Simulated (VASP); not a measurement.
Given:

```
C
1.0
    1.20687    -2.09035     0.00000
    1.20687     2.09035     0.00000
    0.00000     0.00000     7.61677
C
4
Cartesian
  0.00000   0.00000   1.90419
  0.00000   0.00000   5.71258
  1.20687   0.69679   1.90419
  1.20687  -0.69679   5.71258
```

Calculation: revTPSS meta-GGA, VASP's PBE PAW potentials (set 64) (plane waves; VASP). Run with 520 eV cut-off, 10×10×3 Γ-centred mesh, Gaussian smearing of 0.050 eV, potentials C.

Without a dispersion term in the relaxation, distances and binding between the weakly bound layers, chains or molecules are unreliable, and so is what depends on them.

Task: The ions and cell shape at fixed volume are relaxed. Predict the relaxed structure.

Result: 
```
C
1.0
    1.23132    -2.13270     0.00000
    1.23132     2.13270     0.00000
    0.00000     0.00000     7.31728
C
4
Cartesian
  0.00000   0.00000   1.82932
  0.00000   0.00000   5.48796
  1.23132   0.71090   1.82932
  1.23132  -0.71090   5.48796
```
Space group P6_3/mmc (194), at a tolerance of 0.03 Å.

Task: How much energy does the relaxation gain?

Result: The energy (σ→0) changes by -28.7 meV/atom, in 3 ionic steps.

```
step  E(σ→0) (eV)  max force (eV/Å)  pressure (GPa)  volume (Å³)
----  -----------  ----------------  --------------  -----------
1        -41.2953             0.000           16.53        38.43
2        -41.4063             0.000           -2.13        38.43
3        -41.4100             0.000            0.58        38.43
```

The compound is C in the graphite structure. This cell is one point of a volume scan, at 0.94 of the reference volume. Symmetry was kept, so distortions that lower it aren't found.
